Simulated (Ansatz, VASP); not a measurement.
# Cross-check of ZrCuSi between VASP and Ansatz, part 2 of 2

Wanted: the spread between two codes on one cell, functional and k mesh. The cell is taken from a series of runs on this material, whose earlier steps may have relaxed, scaled, displaced or heated it; both programs get it as it stands.

VASP 6.6.1 and Ansatz 0.2.0.

So far. Step 2 (VASP: single point, r2SCAN): The run ends at a pressure of 0.17 GPa, with forces up to 0.037 eV/Å.

## 3. Ansatz: single point, r2SCAN

Level of this step: Ansatz beside VASP: Kohn-Sham DFT, plane waves, r2SCAN (Ansatz).

Ansatz runs on its default PAW (the set named soft_2) files.

The same cell, functional, mesh and smearing now go to Ansatz, which takes its cutoff from its data sets.

Input file input.yaml:

```yaml
crystal:
  lattice:
    - [6.51216815, 0.0, 0.0]
    - [0.0, 3.92391181, 0.0]
    - [0.0, 0.0, 7.24547221]
  atoms:
    - { symbol: Zr, position: [0.99215919, 0.75, 0.19527752] }
    - { symbol: Zr, position: [0.00784081, 0.25, 0.80472248] }
    - { symbol: Zr, position: [0.49215919, 0.75, 0.30472248] }
    - { symbol: Zr, position: [0.50784081, 0.25, 0.69527752] }
    - { symbol: Cu, position: [0.6731845, 0.25, 0.07748081] }
    - { symbol: Cu, position: [0.3268155, 0.75, 0.92251919] }
    - { symbol: Cu, position: [0.1731845, 0.25, 0.42251919] }
    - { symbol: Cu, position: [0.8268155, 0.75, 0.57748081] }
    - { symbol: Si, position: [0.21890145, 0.75, 0.5986978] }
    - { symbol: Si, position: [0.78109855, 0.25, 0.4013022] }
    - { symbol: Si, position: [0.71890145, 0.75, 0.9013022] }
    - { symbol: Si, position: [0.28109855, 0.25, 0.0986978] }
kpoints:
  mp_grid: { grid: [6, 10, 6] }
  band_path:
    path:
      - [0.0, 0.0, 0.0]
      - [0.5, 0.0, 0.0]
      - [0.5, 0.5, 0.0]
      - [0.0, 0.5, 0.0]
      - [0.0, 0.0, 0.0]
      - [0.0, 0.0, 0.5]
      - [0.5, 0.0, 0.5]
      - [0.5, 0.5, 0.5]
      - [0.0, 0.5, 0.5]
      - [0.0, 0.0, 0.5]
    npoints: 5
scf:
  occupations: { method: fermi_dirac, width: 0.05 }
  n_extra_bands: 14
hamiltonian:
  xc: r2scan
  pseudopotentials: { kind: paw }
output:
  forces: true
  stress: true
  dos:
    projected: true
    de: 0.05
    e_range: [-30, 12]
    nscf_kmesh: { grid: [8, 12, 8] }
  fatbands: true
  eigenstates:
    kpoints:
      - [0.0, 0.0, 0.0]
      - [0.0, 0.0, -0.08333333]
      - [0.0, 0.0, -0.16666667]
      - [0.0, 0.0, -0.25]
      - [0.0, 0.0, -0.33333333]
      - [0.0, 0.0, -0.41666667]
      - [0.0, 0.0, -0.5]
      - [0.0, 0.0, 0.41666667]
      - [0.0, 0.0, 0.33333333]
      - [0.0, 0.0, 0.25]
      - [0.0, 0.0, 0.16666667]
      - [0.0, 0.0, 0.08333333]
      - [0.0, 0.044169, 0.0]
      - [0.0, 0.088338, 0.0]
      - [0.0, 0.132507, 0.0]
      - [0.0, 0.176676, 0.0]
      - [0.0, 0.220845, 0.0]
      - [0.0, 0.265014, 0.0]
      - [0.0, 0.309183, 0.0]
      - [0.0, 0.353352, 0.0]
      - [0.0, -0.39954114, 0.0]
      - [0.0, -0.44573029, 0.0]
      - [0.0, -0.49191943, 0.0]
      - [0.0, 0.46189143, 0.0]
      - [0.0, 0.41570229, 0.0]
      - [0.0, 0.36951314, 0.0]
      - [0.0, 0.323324, 0.0]
      - [0.0, 0.27713486, 0.0]
      - [0.0, 0.23094571, 0.0]
      - [0.0, 0.18475657, 0.0]
      - [0.0, 0.13856743, 0.0]
      - [0.0, 0.09237829, 0.0]
      - [0.0, 0.04618914, 0.0]
      - [0.075326, 0.0, 0.0]
      - [0.150652, 0.0, 0.0]
      - [0.225978, 0.0, 0.0]
      - [0.301304, 0.0, 0.0]
      - [0.37663, 0.0, 0.0]
      - [0.451956, 0.0, 0.0]
      - [-0.472718, 0.0, 0.0]
      - [-0.397392, 0.0, 0.0]
      - [-0.322066, 0.0, 0.0]
      - [-0.24674, 0.0, 0.0]
      - [-0.171414, 0.0, 0.0]
      - [-0.096088, 0.0, 0.0]
      - [0.048044, 0.0, 0.0]
      - [0.0, 0.04166667, -0.04166667]
      - [0.0, 0.08333333, -0.08333333]
      - [0.0, 0.125, -0.125]
      - [0.0, 0.16666667, -0.16666667]
      - [0.0, 0.20833333, -0.20833333]
      - [0.0, 0.25, -0.25]
      - [0.0, 0.29166667, -0.29166667]
      - [0.0, 0.33333333, -0.33333333]
      - [0.0, 0.375, -0.375]
      - [0.0, 0.41666667, -0.41666667]
      - [0.0, 0.45833333, -0.45833333]
      - [0.0, 0.5, -0.5]
    e_range: [-9.0, 4.0]
    unfold: { supercell_matrix: [[1, 0, 1], [0, 1, 1], [-1, -1, 0]] }
```

Command:

```
$ ansatz run input.yaml --threads 4 --pin off --max-ram 10240MiB --backend cpu --events-out ev --progress --plain --runs-dir out
```

Numbers of over 12 decimals in the logs are rounded to 6 here.

What it wrote:

```text
scf.n_extra_bands = 14 over 70 filled bands (N_el = 140.0): the run solves 84 bands
Engine: ansatz 0.2.0, aarch64-unknown-linux-gnu
Pseudopotentials: kind: paw
Pseudopotential: Zr, paw, valence charge 12, recommended cutoff 500 eV (meta_gga), Zr.paw.azcp
Pseudopotential: Cu, paw, valence charge 19, recommended cutoff 500 eV (meta_gga), Cu.paw.azcp
Pseudopotential: Si, paw, valence charge 4, recommended cutoff 500 eV (meta_gga), Si.paw.azcp
Functional definition: r2SCAN
  parameter k0 = 0.174
  parameter k1 = 0.065
  parameter a1 = 4.9479
  exchange = r2scan_x(k0 = k0, k1 = k1, a1 = a1)
  correlation = r2scan_c
Crystal: 12 atoms, lattice volume = 185.145 Å³
Basis set: ecut = 500 eV, 4691 PW (Γ), exchange–correlation on 192×120×216 points (64 copies of the dense FFT grid, shifted against one another)
Bands: 84, of which v1, the nominal top of the filled ones, is band 70 counted from 1 (69 counted from 0)
Symmetry: 8 space group operations
Space group: Pnma (ITA 62), of the structure as read, at distance tolerance 5.7e-5 Å
k-points: 96 of 360
Non-local potential: Zr, projectors of the file, l = 0: 3, l = 1: 2, l = 2: 2, l = 3: 2
Non-local potential: Cu, projectors of the file, l = 0: 3, l = 1: 2, l = 2: 3, l = 3: 1
Non-local potential: Si, projectors of the file, l = 0: 2, l = 1: 2, l = 2: 2
PAW form: soft (Blöchl's): semilocal exchange-correlation on the pseudo side does not see the compensation charge
PAW frozen core: Zr, regenerated for the run's functional (the file was generated under x = pbe(κ = 0.804, μ = 0.219515), c = pbe(β = 0.066725))
PAW frozen core: Cu, regenerated for the run's functional (the file was generated under x = pbe(κ = 0.804, μ = 0.219515), c = pbe(β = 0.066725))
PAW frozen core: Si, regenerated for the run's functional (the file was generated under x = pbe(κ = 0.804, μ = 0.219515), c = pbe(β = 0.066725))
PAW one-centre angular grid: Zr, 590 points (default); XC on 160 Gauss nodes
PAW one-centre angular grid: Cu, 590 points (default); XC on 160 Gauss nodes
PAW one-centre angular grid: Si, 302 points (default); XC on 160 Gauss nodes
Initial density: superposition of atomic densities (neutral atoms: chi_scale 0, normalization atom), corrected by the library's trained network
Initial wavefunctions: pseudopotential atomic-orbital guess
Functional: x = r2scan, c = r2scan; τ floored in thin density (d = 2e-4 eV/Å³)
SCF iter   1: F=—  HF=-45869.873496 eV  |F-HF|=—  |Δ(HF+E_count)|=         —  Δρ=2.69e-2  dr2=1.05e0  dr2_τ=6.05e-2  ethr=1.77e-3  ⟨swp⟩=5.9  Hψ=28855  notcnv=0  defer=68
preconditioner: auto → Kerker (q_TF=auto, 2.604 Å⁻¹)  [metal: Δε(μ)=0.003 eV  Ē_g=6.803 eV  σ=0.050 eV  W_gap=0.02  n_scr=60 (ndim 8)  ℏωp=23.8 eV  f_vac=0.000  D(μ)=4.84/eV (n_scr^D=38)]
SCF iter   2: F=—  HF=-45870.029038 eV  |F-HF|=—  |Δ(HF+E_count)|=   1.56e-1  Δρ=2.13e-2  dr2=4.32e-1  dr2_τ=9.29e-3  ethr=7.51e-4  ⟨swp⟩=2.2  Hψ=13400  notcnv=0  defer=447
SCF iter   3: F=—  HF=-45869.907754 eV  |F-HF|=—  |Δ(HF+E_count)|=   1.21e-1  Δρ=6.49e-3  dr2=9.29e-2  dr2_τ=5.39e-4  ethr=3.09e-4  ⟨swp⟩=2.0  Hψ=11763  notcnv=0  defer=447
SCF iter   4: F=—  HF=-45869.892047 eV  |F-HF|=—  |Δ(HF+E_count)|=   1.57e-2  Δρ=1.92e-3  dr2=3.34e-3  dr2_τ=3.28e-4  ethr=6.64e-5  ⟨swp⟩=2.8  Hψ=14242  notcnv=0  defer=452
SCF iter   5: F=—  HF=-45869.893732 eV  |F-HF|=—  |Δ(HF+E_count)|=   1.68e-3  Δρ=7.84e-4  dr2=1.09e-3  dr2_τ=2.08e-5  ethr=2.38e-6  ⟨swp⟩=2.0  Hψ=11611  notcnv=0  defer=452
SCF iter   6: F=—  HF=-45869.893845 eV  |F-HF|=—  |Δ(HF+E_count)|=   1.13e-4  Δρ=3.98e-4  dr2=3.76e-4  dr2_τ=1.22e-6  ethr=7.80e-7  ⟨swp⟩=2.0  Hψ=10609  notcnv=0  defer=452
SCF iter   7: F=—  HF=-45869.893840 eV  |F-HF|=—  |Δ(HF+E_count)|=   4.52e-6  Δρ=1.42e-4  dr2=4.58e-5  dr2_τ=7.83e-7  ethr=2.68e-7  ⟨swp⟩=2.0  Hψ=8503  notcnv=0  defer=452
SCF iter   8: F=—  HF=-45869.894010 eV  |F-HF|=—  |Δ(HF+E_count)|=   1.70e-4  Δρ=2.14e-5  dr2=1.59e-6  dr2_τ=4.20e-8  ethr=3.27e-8  ⟨swp⟩=2.3  Hψ=10814  notcnv=0  defer=452
SCF iter   9: F=-45869.894011 eV  HF=-45869.894011 eV  |F-HF|=8.12e-9  |Δ(HF+E_count)|=   2.90e-7  Δρ=4.66e-6  dr2=6.19e-8  dr2_τ=2.61e-9  ethr=7.14e-11  ⟨swp⟩=8.7  Hψ=37074  notcnv=0
SCF 1 converged in 9 iterations: F = -45869.894011 eV  dr2 = 6.19e-8
  greatest PAW one-centre occupation: 1.000 electrons in one spin orbital (limit 2), on the Cu atom at site 7 (counted from 0), in its partial waves of l = 0
NSCF: frozen V_eff on 46 k-points
NSCF: frozen V_eff on 175 k-points
[...]
SCF converged after 9 iterations
Free energy (F): -45869.894011 eV
Harris-Foulkes:  -45869.894011 eV  (|F-HF|=8.12e-9)
Internal energy: -45869.854336 eV  (E = F + TS)
E sigma→0 (E₀):  -45869.874173 eV
Entropy (-TS):   -0.039674 eV (-3.306 meV/atom)
Fermi energy:    14.645496 eV
--- Per-component energies (eV) ---
  E_band       = -2019.084944
  E_kinetic    = 2700.181322
  E_local      = -23222.420276  (includes V_loc(G=0)·N_el)
  E_nonlocal   = 1972.815583
  E_hartree    = 10128.594957
  E_xc         = -1175.276176
  E_vxc        = -1559.944240  (∫ρ·V_xc dr)
  E_paw        = -20654.568607  (= ΣΔE_a)
  E_vpaw       = -2261.934392  (= ΣTr[D̂ρ^β])
  E_aug_tail   = 0.000637  (compensation charges beyond the density's cutoff)
  E_vtau       = 95.051015  (kinetic-family band-sum trace: ∫τ·v_τ [+ j·A + Jᵃ·Aᵃ] dr)
  E_ewald      = -15617.012647
  E_core_change = -2.169130  (= ΣΔE_core)
  E_smearing   = -0.039674  (= −TS)
  E_closure    = -0.000000  (closes the sum)
  Σ components = -45869.894011   (vs F -45869.894011, Δ=0.00e0)
--- Forces (eV/Å), atoms counted from 1 ---
  atom   1  Zr    -0.00181057     0.00000000     0.01925615
  atom   2  Zr     0.00181057    -0.00000000    -0.01925615
  atom   3  Zr    -0.00181057     0.00000000    -0.01925615
  atom   4  Zr     0.00181057    -0.00000000     0.01925615
  atom   5  Cu    -0.03413474     0.00000000     0.00039202
  atom   6  Cu     0.03413474     0.00000000    -0.00039202
  atom   7  Cu    -0.03413474     0.00000000    -0.00039202
  atom   8  Cu     0.03413474    -0.00000000     0.00039202
  atom   9  Si    -0.00380795    -0.00000000     0.00248835
  atom  10  Si     0.00380795     0.00000000    -0.00248835
  atom  11  Si    -0.00380795     0.00000000    -0.00248835
  atom  12  Si     0.00380795    -0.00000000     0.00248835
  max |Σ_I F_I| component: 9.54e-18 eV/Å
--- Stress (GPa, compression-positive) ---
       -0.113831       0.000000      -0.000000
        0.000000       0.035536       0.000000
       -0.000000       0.000000       0.047266
  P = ⅓ Tr σ = -0.0103 GPa (-0.103 kbar)
--- Band table (eV; the first three rows and the last of 96) ---
  k-point 0: bands = [... 66 lower, 13.9320, 14.2646, 14.7099, 15.1384, 15.4199, 15.5128, 15.5548, 15.7571, ... 10 higher]
  k-point 1: bands = [... 66 lower, 13.9244, 14.0271, 14.4030, 15.0713, 15.2646, 15.4022, 15.7918, 16.1040, ... 10 higher]
  k-point 2: bands = [... 66 lower, 13.8000, 13.8533, 13.9777, 14.5434, 15.3179, 15.8989, 15.9117, 16.1463, ... 10 higher]
  k-point 95: bands = [... 66 lower, 13.1983, 13.1983, 14.2903, 14.2903, 14.2903, 14.2903, 16.9061, 16.9061, ... 10 higher]
```

## 4. Differences

Known differences besides the potentials themselves: VASP keeps PBE cores, Ansatz makes them for the functional; the data sets hold 140 valence electrons in Ansatz (on its default PAW (the set named soft_2) files) and 108 in VASP; the cutoff is 500 eV in Ansatz and 660 eV in VASP. Total energies have different zeros and are not compared.

Both answers:

```csv
quantity,Ansatz,VASP,difference
pressure (GPa),-0.01,0.17,-0.18
```

The largest component of a force difference here is 12 meV/Å.

## 5. What came out

```json
{
  "difference in pressure (single point, r2SCAN)": "-0.18 GPa"
}
```

**Reading.** The difference in pressure is -0.18 GPa (single point, r2SCAN), within the 1 GPa picked in this series as the mark of a large difference. The data sets hold unlike numbers of valence electrons (140 in Ansatz and 108 in VASP), so part of the differences may come from the potentials. How closely two codes agree says nothing of how well the functional describes the real material.

[Lines on the potential files, build, host, timing and source positions are cut from VASP's logs without a mark.]

[Logs are printed without paths, hosts, clocks, repeated set-up lines and the standing remarks that a program may print on its own settings, such as how far it seeks lower states.]

[Hosts, paths, dates, database ids (printed as entryN), source tags and the programs' standing remarks are cut or masked in the printed files.]
